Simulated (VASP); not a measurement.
OSZICAR of a VASP run on Ni3Si (L1_2):

### OSZICAR
```
       N       E                     dE             d eps       ncg     rms          rms(c)
DAV:   1     0.182431546671E+03    0.18243E+03   -0.13512E+04  1470   0.177E+03
DAV:   2    -0.604017333691E+01   -0.18847E+03   -0.18204E+03  1470   0.327E+02
DAV:   3    -0.156197111641E+02   -0.95795E+01   -0.93283E+01  1595   0.104E+02
DAV:   4    -0.157840423412E+02   -0.16433E+00   -0.16375E+00  1660   0.118E+01
DAV:   5    -0.157889748467E+02   -0.49325E-02   -0.49317E-02  1695   0.196E+00    0.145E+01
DAV:   6    -0.159444415154E+02   -0.15547E+00   -0.24049E+01  1607   0.817E+01    0.112E+01
DAV:   7    -0.142342515032E+02    0.17102E+01   -0.75081E+00  1608   0.472E+01    0.344E+00
DAV:   8    -0.142314862004E+02    0.27653E-02   -0.39030E-01  1542   0.484E+00    0.107E+00
DAV:   9    -0.142268284601E+02    0.46577E-02   -0.21994E-02  1783   0.209E+00    0.589E-01
DAV:  10    -0.142259517348E+02    0.87673E-03   -0.39718E-03  1740   0.523E-01    0.241E-01
DAV:  11    -0.142261164973E+02   -0.16476E-03   -0.10816E-03  2019   0.372E-01    0.689E-02
DAV:  12    -0.142260884997E+02    0.27998E-04   -0.30699E-04  1597   0.279E-01    0.157E-02
DAV:  13    -0.142260851598E+02    0.33398E-05   -0.16792E-05  1585   0.370E-02    0.577E-03
DAV:  14    -0.142260837604E+02    0.13994E-05   -0.76360E-07   935   0.919E-03    0.377E-03
DAV:  15    -0.142260838174E+02   -0.57025E-07   -0.17980E-07   810   0.557E-03
   1 F= -.14226084E+02 E0= -.14226418E+02  d E =0.100399E-02
```

Task: Which electronic solver shows in the log?

Result: It is blocked Davidson (ALGO = Normal, or the opening steps of other solvers). The INCAR had ALGO = Normal.

Task: How was spin treated?

Result: Without spin polarisation: there is no mag entry.

Task: Can the final energy be trusted as converged?

Result: The run converged. It stopped with EDIFF = 1E-6, NELM = 100 (PBE GGA + U (Dudarev), plane waves, VASP's PBE PAW potentials (set 64)).

The compound is Ni3Si in the L1_2 structure. The cell was not relaxed at this level. The run is one of a series of settings (LDAU = .TRUE., LDAUJ = 0 0, LDAUL = -1 2, LDAUTYPE = 2, LDAUU = 0 5.0, LMAXMIX = 2 against the base run), some of them coarse on purpose. The run is not spin-polarised, so no magnetic state was tried.
